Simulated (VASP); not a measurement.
```
Co
1.0
    1.25500    -2.17372     0.00000
    1.25500     2.17372     0.00000
    0.00000     0.00000     4.07000
Co
2
Direct
  0.33333   0.66667   0.25000
  0.66667   0.33333   0.75000
```
Starting moments (μB, in the order of the record's atoms Co Co): 1.8 1.8.

The base run (VASP): PBE GGA, plane waves, VASP's PBE PAW potentials (set 64). Numerical set-up: 400 eV cut-off, 15×15×8 Γ-centred mesh, first-order Methfessel-Paxton smearing of 0.10 eV, potentials Co.

One setting is varied; ΔE counts from the most expensive setting. The base run took about 30 core-seconds. The timings are rough (shared machines, no repeats); factors under 2 mean little.

Pressures at a finite cut-off, here 400 eV, hold a Pulay part, which wasn't tested here.

```tsv
setting	cost over the base run	electronic steps	ΔE (meV/atom)	pressure (GPa)
KGAMMA = .TRUE., KSPACING = 0.6, KPOINTS file removed	about 1/6	12	22.0	-3.37
KGAMMA = .TRUE., KSPACING = 0.4, KPOINTS file removed	about 1/3	14	-4.7	-6.20
KGAMMA = .FALSE., KSPACING = 0.35, KPOINTS file removed	about 1/3	13	3.8	-6.72
KGAMMA = .TRUE., KSPACING = 0.3, KPOINTS file removed	within a factor of 2	14	-2.2	-5.06
base run	reference	13	-1.8	-5.40
KGAMMA = .TRUE., KSPACING = 0.16, KPOINTS file removed	within a factor of 2	13	0.0	-5.57
```

Left out are runs that failed, have no time on record or changed the cell.

The compound is Co in the hcp structure. The cell was not relaxed at this level.
